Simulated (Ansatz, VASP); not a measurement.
# CaB6 in two plane-wave programs, part 2 of 2

Aim: how closely do two programs agree when they are given the same cell, functional and k mesh? The cell is taken from a series of runs on this material, whose earlier steps may have relaxed, scaled, displaced or heated it; both programs get it as it stands.

VASP 6.6.1 and Ansatz 0.2.0.

So far: Starting point; VASP: zone-centre phonons, PBEsol.

### Step 3. Ansatz: zone-centre phonons, PBEsol

Level of this step: Ansatz beside VASP: Kohn-Sham DFT, plane waves, PBEsol (Ansatz).

Ansatz runs on its PAW soft_1 files.

The same cell, functional, mesh and smearing now go to Ansatz.

The input, input.yaml:

```yaml
crystal:
  lattice:
    - [4.1272185174, 0.0, 0.0]
    - [0.0, 4.1272185174, 0.0]
    - [0.0, 0.0, 4.1272185174]
  atoms:
    - { symbol: Ca, position: [0.5, 0.5, 0.5] }
    - { symbol: B, position: [0.0, 0.0, 0.2983637958] }
    - { symbol: B, position: [0.0, 0.0, 0.7016362042] }
    - { symbol: B, position: [0.2983637958, 0.0, 0.0] }
    - { symbol: B, position: [0.7016362042, 0.0, 0.0] }
    - { symbol: B, position: [0.0, 0.2983637958, 0.0] }
    - { symbol: B, position: [0.0, 0.7016362042, 0.0] }
kpoints:
  mp_grid: { grid: [8, 8, 8] }
hamiltonian:
  xc: pbesol
  pseudopotentials: { kind: paw, azcp: { folder: soft_1 }, xc_functional: pbe }
scf:
  occupations: { method: gaussian, width: 0.01 }
output:
  eigenvalues: true
phonons:
  method: dfpt
  qmesh: [2, 2, 2]
  temperatures: { t_max: 1000, t_step: 50 }
  qpath:
    path:
      - [[0.0, 0.0, 0.0], [0.0, 0.5, 0.0], [0.5, 0.5, 0.0], [0.0, 0.0, 0.0], [0.5, 0.5, 0.5], [0.0, 0.5, 0.0]]
      - [[0.5, 0.5, 0.5], [0.5, 0.5, 0.0]]
    npoints: 10
basis:
  ecutwfc: 340
```

The run is started by

```sh
$ ansatz run input.yaml --threads 4 --pin off --max-ram 8192MiB --backend cpu --events-out ev --progress --plain --runs-dir out
```

Numbers of over 12 decimals in the logs are rounded to 6 here.

The program printed:

```text
Warning: basis.ecutwfc = 340 eV is below the records' recommended 420 eV, and the density's cutoff is lower with it unless basis.ecutrho_ratio is high enough to keep the records' density cutoff: compare with a run at a higher cutoff
Warning: phonons: the dynamical matrix that this run interpolates holds no multipole term above the dipole-dipole one, and a site of this crystal is no centre of inversion, so its interpolated transverse optical and acoustic branches and sound speeds can stay off near Gamma, and the density of states and the thermodynamics with them. What a run solves at a wave vector of phonons.qpoints, Gamma apart, where the deck admits one, is free of this, and under fd what a larger phonons.supercell samples
Engine: ansatz 0.2.0, x86_64-unknown-linux-gnu
Pseudopotentials: kind: paw
Pseudopotential: Ca, paw, valence charge 10, recommended cutoff 420 eV (normal), soft_1/Ca.paw.azcp
Pseudopotential: B, paw, valence charge 3, recommended cutoff 420 eV (normal), soft_1/B.paw.azcp
Functional definition: PBEsol
  exchange = pbesol_x
  correlation = pbesol_c
Crystal: 7 atoms, lattice volume = 70.303 Å³
Basis set: ecut = 340 eV, 1021 PW (Γ), exchange–correlation on 50×50×50 points (8 copies of the dense FFT grid, shifted against one another)
Bands: 21, of which v1, the nominal top of the filled ones, is band 14 counted from 1 (13 counted from 0)
Symmetry: 48 space group operations
k-points: 35 of 512
Non-local potential: Ca, projectors of the file, l = 0: 3, l = 1: 2, l = 2: 2
Non-local potential: B, projectors of the file, l = 0: 2, l = 1: 2, l = 2: 1
PAW form: soft (Blöchl's): semilocal exchange-correlation on the pseudo side does not see the compensation charge
PAW frozen core: Ca, regenerated for the run's functional, and the local potential with it (the file was generated under x = pbe(κ = 0.804, μ = 0.219515), c = pbe(β = 0.066725))
PAW frozen core: B, regenerated for the run's functional, and the local potential with it (the file was generated under x = pbe(κ = 0.804, μ = 0.219515), c = pbe(β = 0.066725))
PAW one-centre angular grid: Ca, 110 points (default); XC on 64 Gauss nodes
PAW one-centre angular grid: B, 110 points (default); XC on 64 Gauss nodes
Initial density: superposition of atomic densities (chi_scale 0.1, normalization cell, long waves kept (reshape's long-wave potential 0.00 eV rms))
Initial wavefunctions: pseudopotential atomic-orbital guess
Functional: x = pbesol(κ = 0.804, μ = 0.123457), c = pbesol(β = 0.046)
SCF iter   1: F=—  HF=-2715.252221 eV  |F-HF|=—  |Δ(HF+E_count)|=         —  Δρ=7.87e-2  dr2=8.11e0  ethr=3.10e-3  ⟨swp⟩=7.4  Hψ=4406  notcnv=0
preconditioner: auto → Resta (q_TF=auto, 2.340 Å⁻¹)  ε∞=3.4  [insulator: Δε(μ)=1.209 eV  Ē_g=14.526 eV  σ=0.010 eV  W_gap=1.00  n_scr=18 (ndim 8)  ℏωp=22.6 eV  f_vac=0.000  D(μ)=0.00/eV (n_scr^D=0)  ε∞_Penn≈3.4]
SCF iter   2: F=—  HF=-2712.930964 eV  |F-HF|=—  |Δ(HF+E_count)|=    2.32e0  Δρ=3.62e-2  dr2=1.59e0  ethr=3.10e-3  ⟨swp⟩=3.0  Hψ=1620  notcnv=0  defer=62
SCF iter   3: F=—  HF=-2712.406120 eV  |F-HF|=—  |Δ(HF+E_count)|=   5.25e-1  Δρ=4.79e-3  dr2=1.50e-2  ethr=3.10e-3  ⟨swp⟩=2.9  Hψ=1305  notcnv=0  defer=62
SCF iter   4: F=—  HF=-2712.407895 eV  |F-HF|=—  |Δ(HF+E_count)|=   1.77e-3  Δρ=1.18e-3  dr2=1.85e-3  ethr=5.34e-5  ⟨swp⟩=3.5  Hψ=1646  notcnv=0  defer=64
SCF iter   5: F=—  HF=-2712.407920 eV  |F-HF|=—  |Δ(HF+E_count)|=   2.54e-5  Δρ=2.87e-4  dr2=4.79e-5  ethr=6.59e-6  ⟨swp⟩=3.4  Hψ=1291  notcnv=0  defer=64
SCF iter   6: F=—  HF=-2712.407953 eV  |F-HF|=—  |Δ(HF+E_count)|=   3.29e-5  Δρ=5.43e-5  dr2=1.78e-6  ethr=1.71e-7  ⟨swp⟩=2.0  Hψ=1301  notcnv=0  defer=64
SCF iter   7: F=—  HF=-2712.407958 eV  |F-HF|=—  |Δ(HF+E_count)|=   5.26e-6  Δρ=7.34e-6  dr2=4.14e-8  ethr=6.35e-9  ⟨swp⟩=2.6  Hψ=1186  notcnv=0  defer=64
SCF iter   8: F=—  HF=-2712.407958 eV  |F-HF|=—  |Δ(HF+E_count)|=   2.57e-8  Δρ=8.77e-7  dr2=9.43e-10  ethr=1.48e-10  ⟨swp⟩=2.1  Hψ=1043  notcnv=0  defer=64
SCF iter   9: F=—  HF=-2712.407958 eV  |F-HF|=—  |Δ(HF+E_count)|=  9.78e-11  Δρ=1.37e-7  dr2=4.19e-11  ethr=3.37e-12  ⟨swp⟩=3.3  Hψ=1220  notcnv=0  defer=63
SCF iter  10: F=-2712.407958 eV  HF=-2712.407958 eV  |F-HF|=0.00e0  |Δ(HF+E_count)|=  1.27e-11  Δρ=1.32e-8  dr2=1.54e-13  ethr=1.00e-12  ⟨swp⟩=11.8  Hψ=3950  notcnv=0
SCF 1 converged in 10 iterations: F = -2712.407958 eV  dr2 = 1.54e-13
  greatest PAW one-centre occupation: 0.995 electrons in one spin orbital (limit 2), on the Ca atom at site 0 (counted from 0), in its partial waves of l = 0
Initial density: read from a saved state, or passed on in memory by an earlier SCF of this step, an earlier step, the calling program or the single point that the run made first
iter 1 solved again at ethr=2.01e-8 eV; its pass at ethr=3.10e-3 eV (dr2=5.63e-6 eV) is discarded
SCF iter   1: F=—  HF=-2712.407958 eV  |F-HF|=—  |Δ(HF+E_count)|=         —  Δρ=1.17e-7  dr2=9.20e-12  ethr=2.01e-8  ⟨swp⟩=4.0  Hψ=7124  notcnv=0
eigensolver tolerance schedule: the retry pair's looser diagonalisation over-reported the residual by 612441.73 of it (diagonalisation noise at an unbounded share of the residual, at the tolerance the schedule requests for it); recorded, not acted on — ethr = c·dr2/N_el stays at c = 1.0e-1
preconditioner: auto → Resta (q_TF=auto, 2.340 Å⁻¹)  ε∞=3.8  [insulator: Δε(μ)=0.067 eV  Ē_g=13.537 eV  σ=0.010 eV  W_gap=1.00  n_scr=18 (ndim 8)  ℏωp=22.6 eV  f_vac=0.000  D(μ)=0.00/eV (n_scr^D=0)  ε∞_Penn≈3.8]
SCF iter   2: F=—  HF=-2712.407958 eV  |F-HF|=—  |Δ(HF+E_count)|=   9.34e-7  Δρ=5.89e-8  dr2=2.60e-12  ethr=1.00e-12  ⟨swp⟩=6.5  Hψ=3104  notcnv=0
SCF iter   3: F=-2712.407958 eV  HF=-2712.407958 eV  |F-HF|=9.09e-13  |Δ(HF+E_count)|=    0.00e0  Δρ=3.96e-8  dr2=1.12e-12  ethr=1.00e-12  ⟨swp⟩=1.0  Hψ=1610  notcnv=0
SCF 2 converged in 3 iterations: F = -2712.407958 eV  dr2 = 1.12e-12
k-points: 75 of 512 (irreducible under 8 space group operations, time reversal used)
iter 1 solved again at ethr=5.07e-8 eV; its pass at ethr=3.10e-3 eV (dr2=1.42e-5 eV) is discarded
SCF iter   1: F=—  HF=-2712.407958 eV  |F-HF|=—  |Δ(HF+E_count)|=         —  Δρ=1.80e-7  dr2=2.64e-11  ethr=5.07e-8  ⟨swp⟩=3.2  Hψ=11538  notcnv=0  defer=365
eigensolver tolerance schedule: the retry pair's looser diagonalisation over-reported the residual by 536532.32 of it (diagonalisation noise at an unbounded share of the residual, at the tolerance the schedule requests for it); recorded, not acted on — ethr = c·dr2/N_el stays at c = 1.0e-1
preconditioner: auto → Resta (q_TF=auto, 2.340 Å⁻¹)  ε∞=3.7  [insulator: Δε(μ)=0.067 eV  Ē_g=13.636 eV  n_scr=18 (ndim 8)  ℏωp=22.6 eV  f_vac=0.000  ε∞_Penn≈3.7]
SCF iter   2: F=—  HF=-2712.407958 eV  |F-HF|=—  |Δ(HF+E_count)|=   1.45e-7  Δρ=1.31e-7  dr2=1.40e-11  ethr=1.00e-12  ⟨swp⟩=12.4  Hψ=11051  notcnv=0
SCF iter   3: F=-2712.407958 eV  HF=-2712.407958 eV  |F-HF|=4.55e-12  |Δ(HF+E_count)|=  1.82e-12  Δρ=8.96e-8  dr2=6.14e-12  ethr=1.00e-12  ⟨swp⟩=1.0  Hψ=3303  notcnv=0
SCF 3 converged in 3 iterations: F = -2712.407958 eV  dr2 = 6.14e-12
NSCF: frozen V_eff on 75 k-points
NSCF: frozen V_eff on 35 k-points
[...]
DFPT response loops at q = (0, 0, 0) (fractional): preconditioner auto → Resta (q_TF=auto, 2.340 Å⁻¹)  ε∞=29.9 (no band partly filled); β = 1.00, the filter's whole step (`scf.mixing.beta` (0.50) is not read by the response loops at its default; to damp them type it under 1.00, their step now; it binds the ground state too); Broyden in place of MSR1
NSCF: frozen V_eff on 340 k-points
DFPT response loops at q = (0, 0, -0.5) (fractional): mixed as the last ones told, above
NSCF: frozen V_eff on 340 k-points
DFPT response loops at q = (0, -0.5, -0.5) (fractional): mixed as the last ones told, above
NSCF: frozen V_eff on 250 k-points
DFPT response loops at q = (-0.5, -0.5, -0.5) (fractional): mixed as the last ones told, above
SCF converged after 10 iterations
Free energy (F): -2712.407958 eV
Harris-Foulkes:  -2712.407958 eV  (|F-HF|=0.00e0)
Internal energy: -2712.407958 eV  (E = F + TS)
E sigma→0 (E₀):  -2712.407958 eV
Fermi energy:    8.444083 eV
--- Per-component energies (eV) ---
  E_band       = -89.157256
  E_kinetic    = 557.154457
  E_local      = -840.420997  (includes V_loc(G=0)·N_el)
  E_nonlocal   = 138.245982
  E_hartree    = 268.047812
  E_xc         = -324.743643
  E_vxc        = -392.157707  (∫ρ·V_xc dr)
  E_paw        = -1293.932148  (= ΣΔE_a)
  E_vpaw       = -88.074676  (= ΣTr[D̂ρ^β])
  E_aug_tail   = 0.000065  (compensation charges beyond the density's cutoff)
  E_ewald      = -1216.966547
  E_core_change = 0.207060  (= ΣΔE_core)
  E_smearing   = -0.000000  (= −TS)
  E_closure    = -0.000000  (closes the sum)
  Σ components = -2712.407958   (vs F -2712.407958, Δ=0.00e0)
--- Band table (eV; the first three rows and the last of 35) ---
  k-point 0: bands = [... 10 lower, 3.1141, 8.0749, 8.0749, 8.0749, 11.2225, 11.2225, 11.2225, 11.7636, ... 3 higher]
  k-point 1: bands = [... 10 lower, 3.8397, 7.6360, 7.6360, 8.1266, 10.2317, 11.6882, 11.6882, 11.8779, ... 3 higher]
  k-point 2: bands = [... 10 lower, 5.0886, 6.8525, 6.8525, 8.2605, 9.2008, 11.9560, 11.9560, 12.1488, ... 3 higher]
  k-point 34: bands = [... 10 lower, 3.9786, 7.3278, 7.3278, 7.3278, 12.5978, 13.2175, 13.2175, 13.3226, ... 3 higher]
--- Phonons (Γ-DFPT): 3 representative perturbations + reference (Σ response iterations 10) ---
  ASR residual: 8.077e-6 → 0.000e0 eV/Å²; symmetrization residual: 2.490e-7 eV/Å²
  ASR residual per site (eV/Å²): 8.08e-6 7.13e-6 7.13e-6 7.13e-6 7.13e-6 7.13e-6 7.13e-6
  Γ frequencies (cm⁻¹): 0.00 0.00 0.00 120.29 120.29 120.29 480.62 480.62 480.62 584.87 584.87 584.87 791.03 791.03 791.03 882.60 882.60 882.60 1160.26 1160.26 1299.41
--- Phonons (arbitrary-q DFPT): 4 irreducible q on the 2×2×2 mesh ---
  q = [0.0000, 0.0000, 0.0000] (star 1, of the zone-centre solve; hermiticity 1.27e-8, symmetrization 3.61e-15): -0.00 -0.00 0.00 120.29 120.29 120.29 480.62 480.62 480.62 584.87 584.87 584.87 791.03 791.03 791.03 882.60 882.60 882.60 1160.26 1160.26 1299.41
  q = [0.0000, 0.0000, -0.5000] (star 3, 7 solved perturbations in 775 linear systems a pass and spin channel, the states on 170 of 512 k-point pairs; hermiticity 2.60e-7, symmetrization 5.03e-14): 87.86 87.86 192.41 205.62 205.62 408.35 408.35 430.76 520.84 520.84 537.42 584.79 758.30 785.38 785.38 849.90 930.90 930.90 1151.76 1174.66 1259.74
  q = [0.0000, -0.5000, -0.5000] (star 3, 7 solved perturbations in 775 linear systems a pass and spin channel, the states on 170 of 512 k-point pairs; hermiticity 1.55e-7, symmetrization 5.13e-14): 94.52 125.90 125.90 142.41 269.32 406.67 406.67 480.07 480.07 541.08 616.86 616.86 760.63 760.63 776.24 788.29 905.31 967.42 1179.76 1179.76 1214.30
  q = [-0.5000, -0.5000, -0.5000] (star 1, 3 solved perturbations in 275 linear systems a pass and spin channel, the states on 125 of 512 k-point pairs; hermiticity 3.03e-8, symmetrization 5.21e-14): 122.53 122.53 122.53 136.37 136.37 136.37 600.37 600.37 600.37 622.12 622.12 622.12 756.47 756.47 756.47 773.38 773.38 986.20 1187.62 1187.62 1187.62
  sum rule: each row above includes the acoustic sum rule's correction from the zone centre's row sums; it moved no ω² by more than (0.42 cm⁻¹)²
  mesh force constants: q→R imaginary residual 6.45e-18; ASR residual 8.077e-6 → 0.000e0 eV/Å²; symmetrization residual 5.684e-14 eV/Å²
  interpolated dispersion: 62 rows × 21 modes
  density of states and harmonic sums: on the 16×16×16 q-mesh, interpolated from the force constants of a 2×2×2 supercell (no non-analytic term)
  largest difference from the sums on the solved wave vectors: F 2.23e-2 eV, S 5.46e-5 and C_V 3.22e-5 eV/K
  zero-point energy: 0.795639 eV/cell   skipped modes (ω ≤ 0): 3   left out of the sums: 3.49e-5 of the cell's modes: C_V's classical limit lies that fraction below 3 k_B per atom; for a crystal, a wire or a layer, F and S can be off by more, and a phonons.interpolated_qmesh denser along its periods is the remedy for the sampling
```

Reading the cycles: dr2 is the Hartree energy of the density residual (eV), the measure of convergence; HF is the Harris–Foulkes estimate of the energy, which meets the free energy F at convergence.

### Step 4. Differences

Known differences besides the potentials themselves: VASP's run holds the zone centre alone; the cutoff is 340 eV in Ansatz and 500 eV in VASP; Ansatz makes its cores anew for this functional, VASP keeps those of its PBE data sets; Ansatz's log warns that its cutoff lies below the recommended one. Total energies have different zeros and are not compared.

Both answers:

| quantity | Ansatz | VASP | difference |
| --- | --- | --- | --- |
| optical mode 1 to 3 (cm⁻¹) | 120.3 | 121.8 | -1.25 % |
| optical mode 4 to 6 (cm⁻¹) | 480.6 | 484.2 | -0.74 % |
| optical mode 7 to 9 (cm⁻¹) | 584.9 | 583.7 | +0.20 % |
| optical mode 10 to 12 (cm⁻¹) | 791.0 | 796.2 | -0.65 % |
| optical mode 13 to 15 (cm⁻¹) | 882.6 | 889.5 | -0.77 % |
| optical mode 16 to 17 (cm⁻¹) | 1160.3 | 1163.7 | -0.29 % |
| optical mode 18 (cm⁻¹) | 1299.4 | 1310.7 | -0.86 % |

Modes are paired by rising frequency, not by their patterns, so a pair may set unlike modes beside each other; they are those without the splitting of longitudinal modes.

### Step 5. Results

| Property | Result |
| --- | --- |
| r.m.s. difference of the optical zone-centre modes, each program's sorted by frequency (zone-centre phonons, PBEsol) | 4.8 cm⁻¹ |
| difference in optical mode 1 to 3 (zone-centre phonons, PBEsol) | -1.2 % |

**Reading.** The r.m.s. difference of the optical zone-centre modes, each program's sorted by frequency is 4.8 cm⁻¹ (zone-centre phonons, PBEsol). Among the rows given in per cent, the largest difference of the zone-centre phonons, PBEsol pair is in optical mode 1 to 3, -1.2 %. How closely two codes agree says nothing of how well the functional describes the real material.

[Lines on the potential files, build, host, timing and source positions are cut from VASP's logs without a mark.]

[Logs are printed without paths, hosts, clocks, repeated set-up lines and the standing remarks that a program may print on its own settings, such as how far it seeks lower states.]

[Hosts, paths, dates, database ids (printed as entryN), source tags and the programs' standing remarks are cut or masked in the printed files.]
